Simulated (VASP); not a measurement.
Input:

```
CELL_PARAMETERS angstrom
      2.49209     0.00000     0.00000
      0.00000     2.46717     0.00000
      0.00000     0.00000     2.46717
ATOMIC_POSITIONS crystal
  Ru 0.00000 0.00000 0.00000
```

Computed with r2SCAN meta-GGA, VASP's PBE PAW potentials (set 64) (plane waves; VASP 6.6.1). Numerical set-up: 480 eV cut-off, 14×14×14 Γ-centred mesh, first-order Methfessel-Paxton smearing of 0.10 eV, potentials Ru_pv.

What does the run give for the energy per atom (σ→0), pressure, band gap (on the k-mesh) with the smallest direct gap where there is one?

```json
{
 "band gap (on the k-mesh)": "none (metal, semimetal or under 0.01 eV)",
 "energy per atom (σ→0)": "-24.251 eV/atom",
 "pressure": "6.09 GPa"
}
```

The structure was generated: Ru was put into the simple-cubic type (Pm-3m), which need not be its known phase. This cell was strained or had an atom moved on purpose.
